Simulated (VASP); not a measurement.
Computed with optB86b-vdW, VASP's PBE PAW potentials (set 64) (plane waves; VASP 6.6.1).

VASP input:

### KPOINTS
```
Automatic mesh
0
gamma
10 10 10
0 0 0
```

**INCAR**
```
! general
SYSTEM   = PdIn
PREC     = Accurate
ENCUT    = 520
LREAL    = F   ! projection in real space or not
LASPH    = T

! electronic loop
EDIFF    = 1E-6   ! SCF stop (eV)
NELM     = 100
ALGO     = Normal
LMAXMIX  = 4

! smearing
ISMEAR   = 1
SIGMA    = 0.1   ! width (eV)

! functional
GGA      = MK
LUSE_VDW = T
AGGAC    = 0.0
PARAM1   = 0.1234
PARAM2   = 1.0

! ions
IBRION   = 2   ! conjugate gradients
NSW      = 60
ISIF     = 3
EDIFFG   = -0.01   ! ionic stop

! output
LWAVE    = F
LCHARG   = F
```

**POSCAR**
```
PdIn
1.0
  3.2500000000   0.0000000000   0.0000000000
  0.0000000000   3.2500000000   0.0000000000
  0.0000000000   0.0000000000   3.2500000000
In Pd
1 1
Cart
  1.6250000000   1.6250000000   1.6250000000
  0.0000000000   0.0000000000   0.0000000000
```

POTCAR, in this order: In_d Pd (PBE.64 set). Program: vasp_std.

The run wrote:

File OSZICAR:
```
       N       E                     dE             d eps       ncg     rms          rms(c)
DAV:   1     0.165128385375E+03    0.16513E+03   -0.11557E+04  1709   0.201E+03
DAV:   2     0.444913901564E+01   -0.16068E+03   -0.15704E+03  1750   0.403E+02
DAV:   3    -0.300059751554E+01   -0.74497E+01   -0.74235E+01  2170   0.935E+01
DAV:   4    -0.312450961700E+01   -0.12391E+00   -0.12389E+00  1977   0.114E+01
DAV:   5    -0.313010185587E+01   -0.55922E-02   -0.55922E-02  2528   0.222E+00    0.666E+00
DAV:   6    -0.294051025713E+01    0.18959E+00   -0.50152E-01  1960   0.106E+01    0.306E+00
DAV:   7    -0.290297160917E+01    0.37539E-01   -0.77542E-02  2216   0.547E+00    0.144E+00
DAV:   8    -0.289509840432E+01    0.78732E-02   -0.21373E-02  1967   0.150E+00    0.411E-01
DAV:   9    -0.289420474791E+01    0.89366E-03   -0.19590E-03  2163   0.786E-01    0.572E-02
DAV:  10    -0.289420701304E+01   -0.22651E-05   -0.41910E-05  2297   0.992E-02    0.275E-02
DAV:  11    -0.289420881411E+01   -0.18011E-05   -0.47335E-06  1960   0.228E-02    0.353E-03
DAV:  12    -0.289420916706E+01   -0.35295E-06   -0.32317E-07  1050   0.678E-03
   1 F= -.28942092E+01 E0= -.28937441E+01  d E =-.289421E+01
       N       E                     dE             d eps       ncg     rms          rms(c)
DAV:   1    -0.362632107972E+01   -0.73211E+00   -0.15946E+01  1778   0.739E+01    0.555E+00
DAV:   2    -0.298636069646E+01    0.63996E+00   -0.29004E+00  1694   0.226E+01    0.207E+00
DAV:   3    -0.291074146079E+01    0.75619E-01   -0.25369E-01  2179   0.866E+00    0.926E-01
DAV:   4    -0.289641321591E+01    0.14328E-01   -0.46404E-02  2466   0.383E+00    0.595E-01
DAV:   5    -0.289570842650E+01    0.70479E-03   -0.13867E-03  1841   0.437E-01    0.358E-01
DAV:   6    -0.289527844725E+01    0.42998E-03   -0.81695E-04  2001   0.233E-01    0.485E-02
DAV:   7    -0.289528532383E+01   -0.68766E-05   -0.28270E-05  2384   0.519E-02    0.213E-02
DAV:   8    -0.289528548925E+01   -0.16542E-06   -0.10823E-06  1424   0.139E-02
   2 F= -.28952855E+01 E0= -.28951973E+01  d E =-.107632E-02
       N       E                     dE             d eps       ncg     rms          rms(c)
DAV:   1    -0.308499271971E+01   -0.18971E+00   -0.37325E+00  1750   0.330E+01    0.297E+00
DAV:   2    -0.292620222376E+01    0.15879E+00   -0.78758E-01  1680   0.117E+01    0.956E-01
DAV:   3    -0.290621606248E+01    0.19986E-01   -0.72145E-02  2168   0.474E+00    0.379E-01
DAV:   4    -0.290315969330E+01    0.30564E-02   -0.92887E-03  2474   0.169E+00    0.361E-01
DAV:   5    -0.290303720809E+01    0.12249E-03   -0.21296E-04  1792   0.150E-01    0.261E-01
DAV:   6    -0.290291305167E+01    0.12416E-03   -0.30925E-04  2005   0.152E-01    0.196E-02
DAV:   7    -0.290291665630E+01   -0.36046E-05   -0.85190E-06  2366   0.289E-02    0.108E-02
DAV:   8    -0.290291677667E+01   -0.12037E-06   -0.32428E-07  1050   0.788E-03
   3 F= -.29029168E+01 E0= -.29026184E+01  d E =-.870761E-02
```

**OUTCAR**
```
------------------------ aborting loop because EDIFF is reached ----------------------------------------
  FORCE on cell =-STRESS in cart. coord.  units (eV):
  Direction    XX          YY          ZZ          XY          YZ          ZX
  --------------------------------------------------------------------------------------
  Total       -0.0018150     -0.0018150     -0.0018150     -0.0000000     -0.0000000      0.0000000
  in kB       -0.0825816     -0.0825816     -0.0825816     -0.0000000     -0.0000000      0.0000000
  external PRESSURE =      -0.0825816 kB  Pullay stress =       0.0000000 kB
  volume of cell :       35.21
      direct lattice vectors                 reciprocal lattice vectors
     3.277672891 -0.000000000 -0.000000000     0.305094509 -0.000000000  0.000000000
     0.000000000  3.277672891  0.000000000     0.000000000  0.305094509  0.000000000
    -0.000000000  0.000000000  3.277672891     0.000000000 -0.000000000  0.305094509
 POSITION                                       TOTAL-FORCE (eV/Angst)
 -----------------------------------------------------------------------------------
      1.63884      1.63884      1.63884         0.000000      0.000000      0.000000
      0.00000      0.00000      0.00000        -0.000000      0.000000      0.000000
 -----------------------------------------------------------------------------------
    total drift:                                0.000000      0.000000     -0.000000
  FREE ENERGIE OF THE ION-ELECTRON SYSTEM (eV)
  ---------------------------------------------------
  free  energy   TOTEN  =        -2.9029167767 eV

  energy  without entropy=       -2.9020217727  energy(sigma->0) =       -2.90261844

 reached required accuracy - stopping structural energy minimisation
```
(Selected blocks of OUTCAR.)

**CONTCAR**
```
PdIn
   1.00000000000000
     3.2776728910229855   -0.0000000000000000   -0.0000000000000000
     0.0000000000000000    3.2776728910229855    0.0000000000000000
    -0.0000000000000000    0.0000000000000000    3.2776728910229855
  In              Pd
     1     1
Direct
     0.5000000000000000    0.5000000000000000    0.5000000000000000
     0.0000000000000000    0.0000000000000000    0.0000000000000000
```

**OUTCAR**
```
 val. band max:       10.3566284565   @ k =   0.5000   0.4000   0.3000

 cond. band min:      10.4137313958   @ k =   0.3000   0.1000   0.1000


 Fermi energy:        10.3983472801

 k-point     1 :       0.0000    0.0000    0.0000
  band No.  band energies     occupation
      1      -4.6182      2.00000
      2      -4.6182      2.00000
      3      -4.2152      2.00000
      4      -4.2152      2.00000
      5      -4.2152      2.00000
      6       0.2681      2.00000
      7       6.5022      2.00000
      8       6.5022      2.00000
      9       8.0228      2.00000
     10       8.0228      2.00000
     11       8.0228      2.00000
     12      14.4868      0.00000
     13      14.4868      0.00000
     14      14.4868      0.00000
     15      19.5164      0.00000

 k-point     2 :       0.1000    0.0000    0.0000
  band No.  band energies     occupation
      1      -4.6129      2.00000
      2      -4.5850      2.00000
      3      -4.2253      2.00000
      4      -4.2253      2.00000
      5      -4.2122      2.00000
      6       0.4261      2.00000
      7       6.5037      2.00000
      8       6.5283      2.00000
      9       7.9066      2.00000
     10       7.9066      2.00000
     11       8.0158      2.00000
     12      13.4350      0.00000
     13      14.8007      0.00000
     14      14.8007      0.00000
     15      19.9414      0.00000

 k-point     3 :       0.2000    0.0000    0.0000
  band No.  band energies     occupation
      1      -4.5987      2.00000
      2      -4.4983      2.00000
      3      -4.2516      2.00000
      4      -4.2516      2.00000
      5      -4.2042      2.00000
      6       0.8984      2.00000
      7       6.5078      2.00000
      8       6.5350      2.00000
      9       7.6322      2.00000
     10       7.6322      2.00000
     11       7.9975      2.00000
     12      11.5883     -0.00000
     13      15.6664      0.00000
     14      15.6664      0.00000
     15      20.1411      0.00000
...
```

Energy and stress use the plane-wave basis of the starting cell. Unless said otherwise, spin-orbit coupling is left out, though it shifts the bands of the heavy elements here.

The compound is PdIn in the CsCl type structure. This run relaxes it. Symmetry was kept, so distortions that lower it aren't found. The electron count is odd and the run is not spin-polarised, which forces a metal.
